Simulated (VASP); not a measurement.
Here is a VASP 6.6.1 calculation.

The input INCAR:

```
ALGO     = Normal         # electronic algorithm
EDIFF    = 1E-7           # SCF threshold, eV
EDIFFG   = -0.01          # ionic threshold
ENCUT    = 300            # plane-wave cutoff, eV
GGA      = PE             # functional
IBRION   = 2              # ionic algorithm
ISIF     = 4              # what is computed and relaxed
ISMEAR   = 1              # smearing method
LASPH    = True           # aspherical terms in the spheres
LCHARG   = False          # write CHGCAR
LREAL    = False          # projectors in reciprocal space
LWAVE    = False          # write WAVECAR
NELM     = 80             # most SCF steps
NSW      = 40             # ionic steps
PREC     = Accurate       # precision mode
SIGMA    = 0.1            # smearing width, eV
```

KPOINTS

```
k-points
0
Gamma
  8 8 5
```

POSCAR

```
Ru                                      
1.0
    2.6932561357      0.0000000000      0.0000000000
   -1.3466280678      2.3324282324      0.0000000000
    0.0000000000      0.0000000000      4.2469814285
  Ru            
     2
Direct
     0.3333333332999970    0.6666666667000030    0.2500000000000000
     0.6666666667000030    0.3333333332999970    0.7500000000000000
```

Potentials or basis: VASP PAW PBE potentials, release 64 (Ru).

Launch:

```console
$ cat potpaw_PBE.64/Ru/POTCAR > POTCAR
$ mpirun -np 1 vasp_std > vasp.out
```

Estimate the band gap on the k mesh.

none (metal or under the smearing width).

Predict the energy gained by relaxing.

0.0 meV/atom.

Final structure:
```cif
data_structure
_symmetry_space_group_name_H-M 'P 1'
_symmetry_Int_Tables_number 1
_cell_length_a 2.6924
_cell_length_b 2.6924
_cell_length_c 4.2498
_cell_angle_alpha 90.000
_cell_angle_beta 90.000
_cell_angle_gamma 120.000
_cell_volume 26.68
loop_
_atom_site_label
_atom_site_type_symbol
_atom_site_fract_x
_atom_site_fract_y
_atom_site_fract_z
_atom_site_occupancy
Ru1 Ru 0.33333 0.66667 0.25000 1
Ru2 Ru 0.66667 0.33333 0.75000 1
```
